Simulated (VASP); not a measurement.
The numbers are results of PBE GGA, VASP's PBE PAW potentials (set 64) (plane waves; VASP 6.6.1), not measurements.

A VASP calculation is set up with these files.

KPOINTS:
```
Automatic
0
Gamma
9 9 2
0 0 0
```

### INCAR
```
SYSTEM=AlCr2C
PREC=Accurate; ENCUT=400; LREAL=.FALSE.
LASPH=.TRUE.
EDIFF=1E-6; NELM=100; ALGO=Normal
LMAXMIX=4
ISMEAR=1; SIGMA=0.1
GGA=PE
ISIF=2
LWAVE=.FALSE.; LCHARG=.FALSE.
```

POSCAR:
```
AlCr2C
2.8256650
  1.0000000000   0.0000000000   0.0000000000
 -0.5000001769   0.8660251658   0.0000000000
  0.0000000000   0.0000000000   4.4605039876
Al Cr C
2 4 2
Cart
  0.5000004410   0.2886747666   1.1151259969
 -0.0000006180   0.5773503992   3.3453779907
 -0.0000006180   0.5773503992   1.8508415246
  0.5000004410   0.2886747666   2.6096624630
  0.5000004410   0.2886747666   4.0810935184
 -0.0000006180   0.5773503992   0.3794104692
  0.0000000000   0.0000000000   2.2302519938
  0.0000000000   0.0000000000   0.0000000000
```

POTCAR, in this order: Al Cr_pv C (PBE.64 set). Program: vasp_std.

At this cut-off the stress carries a Pulay error, which pulls relaxed volumes low.

Task: Predict the energy per atom (σ→0), pressure, band gap (on the k-mesh).

Result: 
The energy per atom (σ→0) is -8.185 eV/atom and the band gap (on the k-mesh) is none (metal, semimetal or under 0.01 eV). The pressure is 2.20 GPa.

**OSZICAR**
```
...
DAV:   9    -0.654875410366E+02    0.46399E-01   -0.47576E-01  2353   0.413E+00    0.819E-01
DAV:  10    -0.654841563845E+02    0.33847E-02   -0.28393E-02  2236   0.130E+00    0.240E-01
DAV:  11    -0.654839842399E+02    0.17214E-03   -0.24546E-03  2471   0.279E-01    0.684E-02
DAV:  12    -0.654839611333E+02    0.23107E-04   -0.27270E-04  2508   0.129E-01    0.202E-02
DAV:  13    -0.654839601937E+02    0.93960E-06   -0.18887E-05  2382   0.363E-02    0.770E-03
DAV:  14    -0.654839588357E+02    0.13580E-05   -0.14353E-06  1262   0.771E-03    0.188E-03
DAV:  15    -0.654839588123E+02    0.23377E-07   -0.40353E-07  1123   0.439E-03
   1 F= -.65483959E+02 E0= -.65482231E+02  d E =-.518249E-02
```

The structure comes from a computed database's AlCr2C entry; how it stands against other phases isn't given here. The cell was not relaxed at this level. The run is not spin-polarised, so no magnetic state was tried.
